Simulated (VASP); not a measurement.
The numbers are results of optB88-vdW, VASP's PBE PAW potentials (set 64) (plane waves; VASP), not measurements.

VASP input:

KPOINTS:
```
kpoints
0
gamma
  8 8 5
```

### INCAR
```
! general
SYSTEM  =PtS2
PREC    =Accurate
ENCUT   =520
LREAL   =.FALSE.
LASPH   =.TRUE.

! electronic loop
EDIFF   =1E-7
NELM    =100
ALGO    =Normal
LMAXMIX =6

! smearing
ISMEAR  =-5

! functional
GGA     =BO
LUSE_VDW=.TRUE.
AGGAC   =0.0
PARAM1  =0.1833333333
PARAM2  =0.22

! ions
ISIF    =2

! output
LWAVE   =.FALSE.
LCHARG  =.TRUE.
LORBIT  =11
NEDOS   =601

! other
LEFG    =.TRUE.
```

**POSCAR**
```
PtS2
10.1053680
  0.1781031821  -0.3084837676   0.0000000000
  0.1781031821   0.3084837676   0.0000000000
  0.0000000000   0.0000000000   0.5000000172
Pt S
1 2
Direct
  0.0000000000   0.0000000000   0.0000000000
  0.3333330000   0.6666670000   0.2440870310
  0.6666670000   0.3333330000   0.7559129690
```

POTCAR, in this order: Pt S (PBE.64 set). Program: vasp_std.

The run wrote:

**OSZICAR**
```
       N       E                     dE             d eps       ncg     rms          rms(c)
DAV:   1     0.124795404376E+03    0.12480E+03   -0.10608E+04  1216   0.131E+03
DAV:   2    -0.545072328780E+01   -0.13025E+03   -0.12763E+03  1529   0.245E+02
DAV:   3    -0.110266907392E+02   -0.55760E+01   -0.55442E+01  1522   0.555E+01
DAV:   4    -0.110917463483E+02   -0.65056E-01   -0.65040E-01  1508   0.653E+00
DAV:   5    -0.110929500057E+02   -0.12037E-02   -0.12036E-02  1557   0.870E-01    0.164E+01
DAV:   6    -0.100587469155E+02    0.10342E+01   -0.80309E+00  1214   0.296E+01    0.118E+01
DAV:   7    -0.977616592897E+01    0.28258E+00   -0.15037E+00  1200   0.135E+01    0.545E+00
DAV:   8    -0.976915952325E+01    0.70064E-02   -0.10948E-01  1333   0.238E+00    0.148E+00
DAV:   9    -0.976327378769E+01    0.58857E-02   -0.17033E-02  1410   0.152E+00    0.270E-01
DAV:  10    -0.976346129724E+01   -0.18751E-03   -0.20794E-03  1473   0.340E-01    0.604E-02
DAV:  11    -0.976349148457E+01   -0.30187E-04   -0.63198E-05  1570   0.780E-02    0.328E-02
DAV:  12    -0.976349054855E+01    0.93603E-06   -0.71503E-06  1417   0.271E-02    0.102E-02
DAV:  13    -0.976349055627E+01   -0.77205E-08   -0.14553E-06  1494   0.103E-02    0.334E-03
DAV:  14    -0.976349057098E+01   -0.14707E-07   -0.13108E-07  1034   0.379E-03
   1 F= -.97634906E+01 E0= -.97634906E+01  d E =0.000000E+00
```

OUTCAR:
```
------------------------ aborting loop because EDIFF is reached ----------------------------------------
  FORCE on cell =-STRESS in cart. coord.  units (eV):
  Direction    XX          YY          ZZ          XY          YZ          ZX
  --------------------------------------------------------------------------------------
  Total       -0.0117410     -0.0117410      0.0107763      0.0000000      0.0000000      0.0000000
  in kB       -0.3317846     -0.3317846      0.3045234      0.0000000      0.0000000      0.0000000
  external PRESSURE =      -0.1196819 kB  Pullay stress =       0.0000000 kB
  volume of cell :       56.70
      direct lattice vectors                 reciprocal lattice vectors
     1.799798197 -3.117341994  0.000000000     0.277808924 -0.160393053  0.000000000
     1.799798197  3.117341994  0.000000000     0.277808924  0.160393053  0.000000000
     0.000000000  0.000000000  5.052684174     0.000000000  0.000000000  0.197914606
 POSITION                                       TOTAL-FORCE (eV/Angst)
 -----------------------------------------------------------------------------------
      0.00000      0.00000      0.00000        -0.000000     -0.000000     -0.000000
      1.79980      1.03912      1.23329         0.000000     -0.000000      0.015127
      1.79980     -1.03912      3.81939         0.000000      0.000000     -0.015127
 -----------------------------------------------------------------------------------
    total drift:                                0.000000     -0.000000      0.000000
  FREE ENERGIE OF THE ION-ELECTRON SYSTEM (eV)
  ---------------------------------------------------
  free  energy   TOTEN  =        -9.7634905710 eV

  energy  without entropy=       -9.7634905710  energy(sigma->0) =       -9.76349057

 total charge

# of ion       s       p       d       tot
------------------------------------------
    1        0.670   0.720   7.961   9.351
    2        1.372   2.262   0.000   3.634
    3        1.372   2.262   0.000   3.634
--------------------------------------------------
tot          3.414   5.244   7.961  16.619

 Electric field gradients after diagonalization (V/A^2)
 (convention: |V_zz| > |V_xx| > |V_yy|)
----------------------------------------------------------------------
 ion       V_xx      V_yy      V_zz     asymmetry (V_yy - V_xx)/ V_zz
----------------------------------------------------------------------
   1     -65.871   -65.870   131.741       0.000
   2      25.462    25.461   -50.923       0.000
   3      25.462    25.461   -50.923       0.000
```
(Selected blocks of OUTCAR.)

### OUTCAR
```
 val. band max:        6.2436118207   @ k =   0.0000   0.0000   0.0000

 cond. band min:       6.8669482310   @ k =   0.0000   0.2500   0.4000


 Fermi energy:         6.2797586245

 k-point     1 :       0.0000    0.0000    0.0000
  band No.  band energies     occupation
      1      -8.7526      2.00000
      2      -6.0305      2.00000
      3      -0.4509      2.00000
      4      -0.0691      2.00000
      5      -0.0691      2.00000
      6       2.5745      2.00000
      7       2.5745      2.00000
      8       4.2007      2.00000
      9       5.1098      2.00000
     10       5.1098      2.00000
     11       6.2436      2.00000
     12       8.0463      0.00000
     13       8.0463      0.00000
     14      10.8685      0.00000
     15      11.2508      0.00000

 k-point     2 :       0.1250    0.0000    0.0000
  band No.  band energies     occupation
      1      -8.5693      2.00000
      2      -6.1162      2.00000
      3      -0.2514      2.00000
      4       0.0473      2.00000
      5       0.0719      2.00000
      6       2.2819      2.00000
      7       2.4391      2.00000
      8       3.7693      2.00000
      9       4.9393      2.00000
     10       5.0844      2.00000
     11       6.0487      2.00000
     12       7.7097      0.00000
     13       7.9974      0.00000
     14      11.7322      0.00000
     15      11.9631      0.00000

 k-point     3 :       0.2500    0.0000    0.0000
  band No.  band energies     occupation
      1      -8.0675      2.00000
      2      -6.3230      2.00000
      3       0.1561      2.00000
      4       0.3188      2.00000
      5       0.5668      2.00000
      6       1.3136      2.00000
      7       2.2745      2.00000
      8       3.2275      2.00000
      9       4.6048      2.00000
     10       4.7324      2.00000
     11       5.2177      2.00000
     12       7.6734      0.00000
     13       8.1254      0.00000
     14      11.7974      0.00000
     15      13.2674      0.00000
...
```

Unless said otherwise, spin-orbit coupling is left out, though it shifts the bands of the heavy elements here.

The compound is PtS2 in the 1T layered structure. It was relaxed first.
